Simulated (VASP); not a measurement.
Computed with PBE GGA, VASP's PBE PAW potentials (set 64) (plane waves; VASP).

Input for VASP

### INCAR
```
GGA=PE
EDIFF=1E-7   # SCF stop (eV)
LCHARG=.TRUE.
NEDOS=601   # DOS grid
LORBIT=11   # lm-projected
ENCUT=520
LREAL=.FALSE.   # projection in real space or not
PREC=Accurate
NELM=100   # most electronic steps
ALGO=Normal
LWAVE=.FALSE.
SYSTEM=Lu
LMAXMIX=6   # l cut-off of mixed one-centre charges
ISMEAR=-5   # tetrahedra, Bloechl
LASPH=.TRUE.   # aspherical one-centre terms
ISIF=2   # forces and stress, cell fixed
```

File POSCAR:
```
Lu
1
    1.7568431298    -3.0429416495    -0.0000000000
    1.7568431298     3.0429416495     0.0000000000
   -0.0000000000    -0.0000000000     5.4846547956
Lu
2
Direct
  0.3333330000   0.6666670000   0.2500000000
  0.6666670000   0.3333330000   0.7500000000
```

File KPOINTS:
```
kpoints
0
gamma
13 13 8
```

POTCAR, in this order: Lu_3 (PBE.64 set). Program: vasp_std.

Q: What will the output report for the number of irreducible k-points (NKPTS), largest plane-wave count, number of space-group operations, FFT grid (NGX, NGY, NGZ)?

A: 
```json
{
  "number of irreducible k-points (NKPTS)": "105",
  "largest_plane_wave_count": "1640",
  "number_of_space_group_operations": "24",
  "FFT grid (NGX, NGY, NGZ)": "28 × 28 × 42"
}
```

The compound is Lu in the hcp structure. It was relaxed first.
